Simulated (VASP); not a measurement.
Level of theory: PBEsol GGA, VASP's PBE PAW potentials (set 64) (plane waves; VASP 6.6.1).

VASP ran on this input.

### KPOINTS
```
Automatic mesh
0
Gamma
10 10 10
0 0 0
```

File POSCAR:
```
Al
1
    0.0000000000     2.9946261430     2.9946261430
    2.9946261430     0.0000000000     2.9946261430
    2.9946261430     2.9946261430     0.0000000000
Al
2
Direct
  0.7500000000   0.7500000000   0.7500000000
  0.5000000000   0.5000000000   0.5000000000
```

INCAR:
```
! general
SYSTEM  =  Al
PREC    =  Accurate
ENCUT   =  400
LREAL   =  .False.
LASPH   =  .True.

! electronic loop
EDIFF   =  1E-6
NELM    =  100
ALGO    =  Normal

! smearing
ISMEAR  =  1
SIGMA   =  0.1

! functional
GGA     =  PS

! ions
IBRION  =  2
NSW     =  60
ISIF    =  3
EDIFFG  =  -0.01

! output
LWAVE   =  .False.
LCHARG  =  .False.
```

POTCAR, in this order: Al (PBE.64 set). Program: vasp_std.

The resulting files:

File OUTCAR:
```
 ion  position               nearest neighbor table
   1  0.750  0.750  0.750-   2 2.59   2 2.59   2 2.59   2 2.59
   2  0.500  0.500  0.500-   1 2.59   1 2.59   1 2.59   1 2.59
  LATTYP: Found a face centered cubic cell.
 ALAT       =     5.9892522860
 Subroutine PRICEL returns:
 Original cell was already a primitive cell.
 Subroutine GETGRP returns: Found 48 space group operations
The static configuration has the point symmetry T_d .
 The point group associated with its full space group is O_h .
The dynamic configuration has the point symmetry T_d .
 Subroutine INISYM returns: Found 48 space group operations
 Subroutine IBZKPT returns following result:
 Found     47 irreducible k-points:

 Following reciprocal coordinates:
            Coordinates               Weight
  0.000000  0.000000  0.000000      1.000000
  0.100000  0.000000  0.000000      8.000000
  0.200000  0.000000  0.000000      8.000000
  0.300000  0.000000  0.000000      8.000000
  0.400000  0.000000  0.000000      8.000000
  0.500000  0.000000  0.000000      4.000000
  0.100000  0.100000  0.000000      6.000000
  0.200000  0.100000  0.000000     24.000000
...
```

**OSZICAR**
```
       N       E                     dE             d eps       ncg     rms          rms(c)
DAV:   1     0.899609096213E+00    0.89961E+00   -0.18944E+03   658   0.515E+02
DAV:   2    -0.645050616009E+01   -0.73501E+01   -0.71841E+01   980   0.464E+01
DAV:   3    -0.651708460994E+01   -0.66578E-01   -0.66564E-01   868   0.636E+00
DAV:   4    -0.651750730075E+01   -0.42269E-03   -0.42269E-03  1050   0.487E-01
DAV:   5    -0.651750920352E+01   -0.19028E-05   -0.19025E-05   903   0.222E-02    0.165E+00
DAV:   6    -0.651285854507E+01    0.46507E-02   -0.15899E-03   896   0.248E-01    0.999E-01
DAV:   7    -0.650939749740E+01    0.34610E-02   -0.44736E-03   798   0.429E-01    0.128E-01
DAV:   8    -0.650941696536E+01   -0.19468E-04   -0.20978E-04   875   0.983E-02    0.214E-02
DAV:   9    -0.650941363765E+01    0.33277E-05   -0.79957E-06  1015   0.216E-02    0.166E-02
DAV:  10    -0.650941364360E+01   -0.59478E-08   -0.10789E-06   560   0.693E-03
   1 F= -.65094136E+01 E0= -.65097136E+01  d E =-.650941E+01
```

File OUTCAR:
```
------------------------ aborting loop because EDIFF is reached ----------------------------------------
  FORCE on cell =-STRESS in cart. coord.  units (eV):
  Direction    XX          YY          ZZ          XY          YZ          ZX
  --------------------------------------------------------------------------------------
  Total        0.0030070      0.0030070      0.0030070      0.0000000      0.0000000      0.0000000
  in kB        0.0896976      0.0896976      0.0896976      0.0000000      0.0000000      0.0000000
  external PRESSURE =       0.0896976 kB  Pullay stress =       0.0000000 kB
  volume of cell :       53.71
      direct lattice vectors                 reciprocal lattice vectors
     0.000000000  2.994626143  2.994626143    -0.166965750  0.166965750  0.166965750
     2.994626143  0.000000000  2.994626143     0.166965750 -0.166965750  0.166965750
     2.994626143  2.994626143  0.000000000     0.166965750  0.166965750 -0.166965750
 POSITION                                       TOTAL-FORCE (eV/Angst)
 -----------------------------------------------------------------------------------
      4.49194      4.49194      4.49194        -0.000000      0.000000     -0.000000
      2.99463      2.99463      2.99463         0.000000     -0.000000      0.000000
 -----------------------------------------------------------------------------------
    total drift:                                0.000000      0.000000     -0.000000
  FREE ENERGIE OF THE ION-ELECTRON SYSTEM (eV)
  ---------------------------------------------------
  free  energy   TOTEN  =        -6.5094136436 eV

  energy  without entropy=       -6.5103134316  energy(sigma->0) =       -6.50971357

 reached required accuracy - stopping structural energy minimisation
```
(Selected blocks of OUTCAR.)

OUTCAR:
```
 val. band max:        2.8866440512   @ k =   0.5000   0.3000   0.0000

 cond. band min:       2.9960458754   @ k =   0.2000   0.2000   0.0000


 Fermi energy:         2.9038559544

 k-point     1 :       0.0000    0.0000    0.0000
  band No.  band energies     occupation
      1      -5.0621      2.00000
      2       5.0792      0.00000
      3       5.0792      0.00000
      4       5.0792      0.00000
      5       6.9054      0.00000
      6       6.9054      0.00000
      7       6.9054      0.00000

 k-point     2 :       0.1000    0.0000    0.0000
  band No.  band energies     occupation
      1      -4.9493      2.00000
      2       4.0808     -0.00000
      3       4.8901     -0.00000
      4       4.8901     -0.00000
      5       7.0094      0.00000
      6       7.1784      0.00000
      7       7.1784      0.00000

 k-point     3 :       0.2000    0.0000    0.0000
  band No.  band energies     occupation
      1      -4.6152      2.00000
      2       2.4702      2.00000
      3       4.5517     -0.00000
      4       4.5517     -0.00000
      5       6.7622      0.00000
      6       7.5942      0.00000
      7       7.5942      0.00000

 k-point     4 :       0.3000    0.0000    0.0000
  band No.  band energies     occupation
      1      -4.0781      2.00000
      2       0.9239      2.00000
      3       4.2701     -0.00000
      4       4.2701     -0.00000
      5       6.4739      0.00000
      6       7.6058      0.00000
      7       7.6058      0.00000

 k-point     5 :       0.4000    0.0000    0.0000
  band No.  band energies     occupation
      1      -3.4088      2.00000
      2      -0.3726      2.00000
      3       4.0979     -0.00000
      4       4.0979     -0.00000
      5       6.2844      0.00000
      6       7.4012      0.00000
      7       7.4012      0.00000

 k-point     6 :       0.5000    0.0000    0.0000
  band No.  band energies     occupation
      1      -2.9787      2.00000
...
```

The structure was generated: Al was put into the diamond type (Fd-3m), which need not be its known phase. It was relaxed first, which changed the volume by +29 %. The start is the result of an earlier pass.
